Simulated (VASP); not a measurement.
Wanted: the native input for a VASP 6.6.1 run.

| Property | Result |
| --- | --- |
| Task | electric field gradients |
| Functional | PBE |
| Dispersion | ULG |
| Potentials or basis | VASP PAW PBE potentials, release 64 (Ni, Mg, Na_pv) |
| Cutoff | 520 eV |
| k mesh | 6 × 5 × 5 |
| Occupations | gaussian, width 0.01 eV |
| Spin | collinear spin, zero start |
| Starting moments | [0.0, 0.0, 0.0, 0.0, 0.0, 0.0, 0.0, 0.0] μB |
| Further INCAR settings | ALGO = Normal; EDIFF = 1e-08 |

The structure of NaMg6Ni lies in POSCAR:

```
NaMg6Ni
4.9554
    1.000001210800      0.000000000000      0.000000000000
    0.000000000000      0.634925031279      1.086706824878
    0.000000000000     -0.634925031279      1.086706824878
Ni Mg Na
1 6 1
Direct
    0.0000000000      0.8628530000      0.8628530000
    0.5000000000      0.1639470000      0.1639470000
    0.5000000000      0.6741350000      0.1408510000
    0.5000000000      0.1408510000      0.6741350000
    0.0000000000      0.3344430000      0.3344430000
    0.0000000000      0.8365050000      0.3197090000
    0.0000000000      0.3197090000      0.8365050000
    0.5000000000      0.6675570000      0.6675570000
```

The cell comes from a database or a generator and needn't be the stable form of this composition.

These files were run (other wordings do the same):

INCAR

```
SYSTEM = NaMg6Ni
  PREC = Accurate
  ENCUT = 520
  EDIFF = 1E-8
  ISMEAR = 0
  SIGMA = 0.01
  LREAL = .False.
  LASPH = .True.
  NELM = 100
  ALGO = Normal
  ISIF = 2
  LWAVE = .False.
  LCHARG = .False.
  ISPIN = 2
  MAGMOM = 0 0 0 0 0 0 0 0
  LORBIT = 11
  LMAXMIX = 4
  GGA = PE
  IVDW = 3
  LEFG = .True.
```

KPOINTS

```
regular mesh
0
Gamma
  6 5 5
  0 0 0
```

Potentials or basis: VASP PAW PBE potentials, release 64 (Ni, Mg, Na_pv).

Run with:

```console
$ cat potpaw_PBE.64/Ni/POTCAR potpaw_PBE.64/Mg/POTCAR potpaw_PBE.64/Na_pv/POTCAR > POTCAR
$ mpirun -np 1 vasp_std > vasp.out
```

It gave:

The pressure is 0.3 GPa. The largest force is 0.066 eV/Å, the band gap on the k mesh is none (metal or under the smearing width) and the net moment is 0.00 μB per cell. The valence electrons inside the program's atomic spheres are Ni 9.01; Mg 0.38, 0.36, 0.35; Na 6.12. The dispersion energy per atom is -0.021 eV.

Caveat: atom-pairwise D2, TS and ULG terms overbind metals; pairwise dispersion overbinds metals, which lowers pressure and volume.

Wall time 3.7 min on 1 thread of AMD EPYC 9R45 96-Core Processor (Zen 5), on a shared host, peak memory 0.46 GiB.
